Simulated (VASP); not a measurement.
# Zr2W (P-6m2) in VASP: core levels with revTPSS+D3

Aim: the core levels of Zr2W with revTPSS+D3.

Program: VASP 6.6.1. These are calculated values, not measurements. Logs are shortened: lines on timing, memory, paths and dates and some standing lists are left out, and cuts for length are marked.

## (1) The structure

The structure is hexagonal, space group P-6m2 (No. 187). The conventional cell has a = 4.957 Å, b = 4.957 Å, c = 2.861 Å, α = 90.00°, β = 90.00°, γ = 120.00°. Zr (site symmetry -6m2) is surrounded by 8 Zr at 2.86 to 3.20 Å and 6 W at 3.20 Å. Around Zr (site symmetry -6m2) lie 8 Zr at 2.86 to 3.20 Å and 3 W at 2.86 Å. Around W (site symmetry -6m2) lie 2 W at 2.86 Å and 9 Zr at 2.86 to 3.20 Å.

The cell was built by a generator and needn't be a form met in nature.

## (2) Core levels, revTPSS+D3

File INCAR:

```
SYSTEM = Zr2W
PREC = Accurate
ENCUT = 550
EDIFF = 1E-7
ISMEAR = -1
SIGMA = 0.05
LREAL = .False.
LASPH = .True.
NELM = 80
ALGO = Normal
ISIF = 2
LWAVE = .False.
LCHARG = .False.
METAGGA = RTPSS
LMIXTAU = .True.
IVDW = 11
VDW_S6 = 1.0
VDW_S8 = 1.3666
VDW_SR = 1.3491
VDW_SR8 = 1.0
ICORELEVEL = 1
```

File Zr2W.cif:

```cif
data_Zr2W
_cell_length_a 4.95652836
_cell_length_b 4.95652836
_cell_length_c 2.86079000
_cell_angle_alpha 90.00000000
_cell_angle_beta 90.00000000
_cell_angle_gamma 120.00000000
_space_group_name_H-M_alt 'P-6m2'
_space_group_name_Hall 'P -6 2'
_space_group_IT_number 187
loop_
_space_group_symop_operation_xyz
'x,y,z'
'-x+y,-x,-z'
'-y,x-y,z'
'x,y,-z'
'-x+y,-x,z'
'-y,x-y,-z'
'-y,-x,-z'
'x,x-y,z'
'-x+y,y,-z'
'-y,-x,z'
'x,x-y,-z'
'-x+y,y,z'
loop_
_atom_site_label
_atom_site_type_symbol
_atom_site_symmetry_multiplicity
_atom_site_Wyckoff_symbol
_atom_site_fract_x
_atom_site_fract_y
_atom_site_fract_z
_atom_site_occupancy
Zr1 Zr 1 a 0.0000000000 0.0000000000 0.0000000000 1
Zr2 Zr 1 d 0.3333333333 0.6666666667 0.5000000000 1
W1 W 1 f 0.6666666667 0.3333333333 0.5000000000 1
```

File KPOINTS:

```
regular mesh
0
Gamma
  6 6 9
  0 0 0
```

File POSCAR:

```
Zr W 
 1.0000000000000000
     4.9565283600000001    0.0000000000000000    0.0000000000000000
    -2.4782641799999992    4.2924794743380215    0.0000000000000000
     0.0000000000000000    0.0000000000000000    2.8607900000000002
 Zr  W  
   2   1
Cartesian
  0.0000000000000000  0.0000000000000000  0.0000000000000000
 -0.0000000002478255  2.8616529830350967  1.4303950000000001
  2.4782641802478271  1.4308264913029245  1.4303950000000001
```

Potentials or basis: VASP PAW PBE potentials, release 64 (Zr_sv_GW, W_sv_GW).

The run is started by

```
ase convert -i cif -o vasp Zr2W.cif POSCAR
cat potpaw_PBE.64/Zr_sv_GW/POTCAR potpaw_PBE.64/W_sv_GW/POTCAR > POTCAR
mpirun -np 1 vasp_std > vasp.out
```

OUTCAR:

```text
SYSTEM = Zr2W
   PREC = Accurate
   ENCUT = 550
   EDIFF = 1E-7
   ISMEAR = -1
   LREAL = .False.
   LASPH = .True.
   NELM = 80
   ISIF = 2
   METAGGA = RTPSS
   IVDW = 11
 IVDW          = 11

 ion  position               nearest neighbor table
   1  0.000  0.000  0.000-
   2  0.333  0.667  0.500-   3 2.86   3 2.86   3 2.86
   3  0.667  0.333  0.500-   2 2.86   2 2.86   2 2.86

  LATTYP: Found a hexagonal cell.
 ALAT       =     4.9565283600
 C/A-ratio  =     0.5771761588

  Lattice vectors:

 A1 = (   4.9565283600,   0.0000000000,   0.0000000000)
 A2 = (  -2.4782641800,   4.2924794743,   0.0000000000)
 A3 = (   0.0000000000,   0.0000000000,   2.8607900000)

Analysis of symmetry for initial positions (statically):
=====================================================================
 Subroutine PRICEL returns:
 Original cell was already a primitive cell.

 Routine SETGRP: Setting up the symmetry group for a
 hexagonal supercell.

 Subroutine GETGRP returns: Found 12 space group operations
 (whereof 12 operations were pure point group operations)
 out of a pool of 24 trial point group operations.

The static configuration has the point symmetry D_3h.

Analysis of symmetry for dynamics (positions and initial velocities):
=====================================================================
 Subroutine PRICEL returns:
 Original cell was already a primitive cell.

 Routine SETGRP: Setting up the symmetry group for a
 hexagonal supercell.

 Subroutine GETGRP returns: Found 12 space group operations
 (whereof 12 operations were pure point group operations)
 out of a pool of 24 trial point group operations.

The dynamic configuration has the point symmetry D_3h.

 Subroutine INISYM returns: Found 12 space group operations
 (whereof 12 operations are pure point group operations),
 and found     1 'primitive' translations

----------------------------------------------------------------------------------------

                                     Primitive cell

  volume of cell :      60.8656

  direct lattice vectors                    reciprocal lattice vectors
     4.956528360  0.000000000  0.000000000     0.201754116  0.116482793  0.000000000
    -2.478264180  4.292479474  0.000000000     0.000000000  0.232965587  0.000000000
     0.000000000  0.000000000  2.860790000     0.000000000  0.000000000  0.349553795

  length of vectors
     4.956528360  4.956528360  2.860790000     0.232965587  0.232965587  0.349553795

  position of ions in fractional coordinates (direct lattice)
     0.000000000  0.000000000  0.000000000
     0.333333333  0.666666667  0.500000000
     0.666666667  0.333333333  0.500000000

  ion indices of the primitive-cell ions
   primitive index   ion index
                 1           1
                 2           2
                 3           3

----------------------------------------------------------------------------------------

 KPOINTS: regular mesh

Automatic generation of k-mesh.
 Grid dimensions read from file:
 generate k-points for:    6    6    9

 Generating k-lattice:

  Cartesian coordinates                     Fractional coordinates (reciprocal lattice)
     0.033625686  0.019413799  0.000000000     0.166666667  0.000000000  0.000000000
     0.000000000  0.038827598  0.000000000     0.000000000  0.166666667  0.000000000
     0.000000000  0.000000000  0.038839311     0.000000000  0.000000000  0.111111111

  Length of vectors
     0.038827598  0.038827598  0.038839311

  Shift w.r.t. Gamma in fractional coordinates (k-lattice)
     0.000000000  0.000000000  0.000000000

 Subroutine IBZKPT returns following result:
 ===========================================

 Found     35 irreducible k-points:

 Following reciprocal coordinates:
            Coordinates               Weight
  0.000000  0.000000  0.000000      1.000000
  0.166667 -0.000000  0.000000      6.000000
  0.333333  0.000000  0.000000      6.000000
  0.500000  0.000000  0.000000      3.000000
  0.166667  0.166667  0.000000      6.000000
  0.333333  0.166667  0.000000     12.000000
[... 16 lines left out ...]
  0.166667 -0.000000  0.333333     12.000000
  0.333333  0.000000  0.333333     12.000000
 [... further k-points ...]
   k-points           NKPTS =     35   k-points in BZ     NKDIM =     35   number of bands    NBANDS=     23
   number of dos      NEDOS =    301   number of ions     NIONS =      3
   total plane-waves  NPLWV =  38400
   dimension x,y,z NGX =    40 NGY =   40 NGZ =   24
   dimension x,y,z NGXF=    80 NGYF=   80 NGZF=   48
   ions per type =               2   1
   NGX,Y,Z   is equivalent  to a cutoff of  13.42, 13.42, 13.95 a.u.
   NGXF,Y,Z  is equivalent  to a cutoff of  26.83, 26.83, 27.89 a.u.
 SYSTEM =  Zr2W
   PREC   = accura    normal or accurate (medium, high low for compatibility)
   ISTART =      0    job   : 0-new  1-cont  2-samecut
   ICHARG =      2    charge: 1-file 2-atom 10-const
   ISPIN  =      1    spin polarized calculation?
   LNONCOLLINEAR =      F non collinear calculations
   LSORBIT =      F    spin-orbit coupling
   LASPH  =      T    aspherical Exc in radial PAW
   ENCUT  =  550.0 eV  40.42 Ry    6.36 a.u.   9.48  9.48  5.47*2*pi/ulx,y,z
   NELM   =     80;   NELMIN=  2; NELMDL= -5     # of ELM steps
   EDIFF  = 0.1E-06   stopping-criterion for ELM
   LREAL  =      F    real-space projection
   EDIFFG = 0.1E-05   stopping-criterion for IOM
   NSW    =      0    number of steps for IOM
   IBRION =     -1    ionic relax: 0-MD 1-quasi-New 2-CG
   NFREE  =      0    steps in history (QN), initial steepest desc. (CG)
   ISIF   =      2    stress and relaxation
   ISYM   =      2    0-nonsym 1-usesym 2-fastsym
   POTIM  = 0.5000    time-step for ionic-motion
   TEBEG  =    0.0;   TEEND  =   0.0 temperature during run
   PSTRESS=    0.0 pullay stress
   NELECT =      38.0000    total number of electrons
   NUPDOWN=      -1.0000    fix difference up-down
   EMIN   =  10.00;   EMAX   =-10.00  energy-range for DOS
   EFERMI =   0.00;   METHOD = LEGACY
   ISMEAR =    -1;   SIGMA  =   0.05  broadening in eV -4-tet -1-fermi 0-gaus
   EFERMI_NEDOS =   21; number of points for ismear=-14 and -15
   IALGO  =     38    algorithm
   IMIX   =      4    mixing-type and parameters
     AMIX     =   0.40;   BMIX     =  1.00
     AMIX_MAG =   1.60;   BMIX_MAG =  1.00
  volume/ion in A,a.u.               =      20.29       136.91
  Fermi-wavevector in a.u.,A,eV,Ry     =   1.399197  2.644098 26.636824  1.957751
  Thomas-Fermi vector in A             =   2.522280
   LORBIT       =      0    0 simple, 1 ext, 2 COOP (PROOUT), +10 PAW based schemes
   METAGGA = RTPSS    functional components
   LHFCALC =     F    Hartree Fock is set to
   AEXX    =    0.0000 exact exchange contribution
   IVDW    =    11    specifies the selected vdW correction
   LEPSILON=     F    determine dielectric tensor
   LRPA    =     F    only Hartree local field effects (RPA)
 non-spin polarized calculation
  energy-cutoff  :      550.00
  volume of cell :       60.87
 maximum number of plane-waves:      1806
 NGX is ok and might be reduce to    40
   NGX = 19   NGY = 19   NGZ = 11

 number of electron      38.0000002 magnetization

 Free energy of the ion-electron system (eV)
  ---------------------------------------------------
  ext. energy  EPLUGINS =         0.00000000
  ---------------------------------------------------
  free energy    TOTEN  =        24.99386432 eV

  energy without entropy =       25.02474218  energy(sigma->0) =       25.00930325

 the core state eigenenergies are
   1-  1s -17864.1454  2s  -2463.2313  2p  -2191.2438  3s   -393.0900  3p   -304.7276
       3d   -160.9703
   2-  1s -17864.0488  2s  -2463.0969  2p  -2191.1119  3s   -392.9726  3p   -304.6099
       3d   -160.8486
   3-  1s -69574.4824  2s -11993.5583  2p -10474.5939  3s  -2753.0158  3p  -2303.9327
       3d  -1791.0545  4s   -558.0002  4p   -410.8270  4d   -225.1488  4f    -19.6308

 E-fermi :   9.8894     XC(G=0): -12.1687

 val. band max:        9.8892872597   @ k =   0.1667   0.1667   0.3333
 cond. band min:       9.8924665215   @ k =   0.3333   0.1667   0.3333
 fundamental gap:      0.0031792617
 Fermi energy:         9.8893501763

 k-point     1 :       0.0000    0.0000    0.0000
  band No.  band energies     occupation
      1     -64.4135      2.00000
      2     -39.2925      2.00000
      3     -39.1355      2.00000
      4     -28.4580      2.00000
      5     -28.4580      2.00000
      6     -28.1741      2.00000
[... 15 lines left out ...]
     22      11.0049      0.00000
     23      11.7306      0.00000

 k-point     2 :       0.1667   -0.0000    0.0000
  band No.  band energies     occupation
      1     -64.4134      2.00000
      2     -39.2851      2.00000
      3     -39.1434      2.00000
      4     -28.4581      2.00000
      5     -28.4558      2.00000
      6     -28.1740      2.00000
[... 15 lines left out ...]
     22      11.3123      0.00000
     23      11.5743      0.00000

 k-point     3 :       0.3333    0.0000    0.0000
  band No.  band energies     occupation
      1     -64.4134      2.00000
      2     -39.2670      2.00000
      3     -39.1627      2.00000
      4     -28.4591      2.00000
      5     -28.4516      2.00000
      6     -28.1739      2.00000
[... 15 lines left out ...]
     22      11.3100      0.00000
     23      11.7586      0.00000

 k-point     4 :       0.5000    0.0000    0.0000
  band No.  band energies     occupation
      1     -64.4134      2.00000
      2     -39.2547      2.00000
      3     -39.1757      2.00000
      4     -28.4595      2.00000
      5     -28.4496      2.00000
      6     -28.1739      2.00000
[... 15 lines left out ...]
     22      11.2100      0.00000
     23      11.8811      0.00000

 k-point     5 :       0.1667    0.1667    0.0000
  band No.  band energies     occupation
      1     -64.4134      2.00000
      2     -39.2722      2.00000
      3     -39.1574      2.00000
      4     -28.4586      2.00000
      5     -28.4531      2.00000
      6     -28.1741      2.00000
[... 15 lines left out ...]
     22      11.4557      0.00000
     23      11.5904      0.00000

 k-point     6 :       0.3333    0.1667    0.0000
  band No.  band energies     occupation
      1     -64.4134      2.00000
      2     -39.2546      2.00000
      3     -39.1759      2.00000
      4     -28.4587      2.00000
      5     -28.4505      2.00000
      6     -28.1739      2.00000
[... 15 lines left out ...]
     22      11.3578      0.00000
     23      11.7326      0.00000

 k-point     7 :       0.3333    0.3333    0.0000
  band No.  band energies     occupation
      1     -64.4135      2.00000
      2     -39.2464      2.00000
      3     -39.1847      2.00000
      4     -28.4579      2.00000
      5     -28.4506      2.00000
      6     -28.1741      2.00000
[... 353 lines left out ...]
     22      10.7643      0.00000
     23      11.4262      0.00000

 k-point    21 :       0.3333    0.3333    0.2222
  band No.  band energies     occupation
      1     -64.3997      2.00000
      2     -39.1776      2.00000
      3     -39.1152      2.00000
      4     -28.4334      2.00000
      5     -28.4250      2.00000
      6     -28.4118      2.00000
[... 15 lines left out ...]
     22      10.7020      0.00000
     23      10.9773      0.00000

 k-point    22 :       0.0000    0.0000    0.3333
  band No.  band energies     occupation
      1     -64.3886      2.00000
      2     -39.1377      2.00000
      3     -39.0399      2.00000
      4     -28.5996      2.00000
      5     -28.4118      2.00000
      6     -28.4118      2.00000
[... 15 lines left out ...]
     22      10.7815      0.00000
     23      12.7943      0.00000

 k-point    23 :       0.1667   -0.0000    0.3333
  band No.  band energies     occupation
      1     -64.3886      2.00000
      2     -39.1348      2.00000
      3     -39.0431      2.00000
      4     -28.5998      2.00000
      5     -28.4121      2.00000
      6     -28.4104      2.00000
[... 15 lines left out ...]
     22      10.8223      0.00000
     23      12.6538      0.00000

 k-point    24 :       0.3333    0.0000    0.3333
  band No.  band energies     occupation
      1     -64.3885      2.00000
      2     -39.1276      2.00000
      3     -39.0508      2.00000
      4     -28.6002      2.00000
      5     -28.4127      2.00000
      6     -28.4071      2.00000
[... 15 lines left out ...]
     22      11.0059      0.00000
     23      12.2726      0.00000

 [... further k-points ...]

------------------------ aborting loop because EDIFF is reached ----------------------------------------

 Edisp (eV)   -1.99730

 E8    (eV) :    -1.6429

  FORCE on cell =-STRESS in cart. coord.  units (eV):
  Direction    XX          YY          ZZ          XY          YZ          ZX
  --------------------------------------------------------------------------------------
  -------------------------------------------------------------------------------------
  Total      -4.89636    -4.89636    -4.60775    -0.00000     0.00000     0.00000
  in kB    -128.88779  -128.88779  -121.29070    -0.00000     0.00000     0.00000
  external pressure =     -126.36 kB  Pullay stress =        0.00 kB

 VOLUME and BASIS-vectors are now :
 -----------------------------------------------------------------------------
  energy-cutoff  :      550.00
  volume of cell :       60.87
      direct lattice vectors                 reciprocal lattice vectors
     4.956528360  0.000000000  0.000000000     0.201754116  0.116482793  0.000000000
    -2.478264180  4.292479474  0.000000000     0.000000000  0.232965587  0.000000000
     0.000000000  0.000000000  2.860790000     0.000000000  0.000000000  0.349553795

 POSITION                                       TOTAL-FORCE (eV/Angst)
 -----------------------------------------------------------------------------------
      0.00000      0.00000      0.00000         0.000000     -0.000000      0.000000
     -0.00000      2.86165      1.43040        -0.000000     -0.000000      0.000000
      2.47826      1.43083      1.43040         0.000000      0.000000      0.000000
 -----------------------------------------------------------------------------------
    total drift:                               -0.000000      0.000000      0.000000

  FREE ENERGIE OF THE ION-ELECTRON SYSTEM (eV)
  ---------------------------------------------------
  free  energy   TOTEN  =        22.9965649020 eV

  energy  without entropy=       23.0274427575  energy(sigma->0) =       23.01200383
```

It took 2 min on 1 thread of Intel Xeon 6975P-C (Granite Rapids), shared host; peak memory 0.25 GiB.

Results:

```
Free energy                : 22.9966 eV
Pressure                   : -12.6 GPa
Band gap on the k mesh     : none (metal or under the smearing width)
Dispersion energy per atom : -0.666 eV
```

Stress tensor (GPa, compression positive):
```
-12.89   0.00   0.00
  0.00 -12.89   0.00
  0.00   0.00 -12.13
```

Core levels (eV, on the scale of the bands):
| atom | levels |
| --- | --- |
| 1 Zr | 1s -17864.1, 2s -2463.2, 2p -2191.2, 3s -393.1, 3p -304.7, 3d -161.0 |
| 2 Zr | 1s -17864.0, 2s -2463.1, 2p -2191.1, 3s -393.0, 3p -304.6, 3d -160.8 |
| 3 W | 1s -69574.5, 2s -11993.6, 2p -10474.6, 3s -2753.0, 3p -2303.9, 3d -1791.1, 4s -558.0, 4p -410.8, 4d -225.1, 4f -19.6 |

Caveat: the PAW data sets were made with another functional, which shifts forces and pressure a little; pairwise dispersion overbinds metals, which lowers pressure and volume. The run has no spin-orbit coupling, so splittings on W are missing.
